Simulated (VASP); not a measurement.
Here is the system:

```
Br
1.0
    3.34869     0.00000     0.00000
   -1.67435     2.90005     0.00000
    0.00000     0.00000     5.43692
Br
2
Direct
  0.33333   0.66667   0.25000
  0.66667   0.33333   0.75000
```

These are PBEsol GGA, VASP's PBE PAW potentials (set 64) (plane waves; VASP) values and carry that method's errors. Settings: 400 eV cut-off, 8×8×5 Γ-centred mesh, Gaussian smearing of 0.050 eV, potentials Br.

Problem. The ions, cell shape and volume are relaxed. Give the cell that the relaxation ends in.

Solution. 
```
Br
1.0
    3.77905     0.00000     0.00000
   -1.88952     3.27275     0.00000
    0.00000     0.00000     4.21419
Br
2
Direct
  0.33333   0.66667   0.25000
  0.66667   0.33333   0.75000
```
Space group P6_3/mmc (194), at a tolerance of 0.03 Å.

Problem. How do energy and volume change from the first to the last step?

Solution. The energy (σ→0) changes by -188.1 meV/atom and the volume by -1.3 %, in 26 ionic steps.

The structure was generated: Br was put into the hcp type (P6_3/mmc), which need not be its known phase. This run relaxes it. Symmetry was kept, so distortions that lower it aren't found.
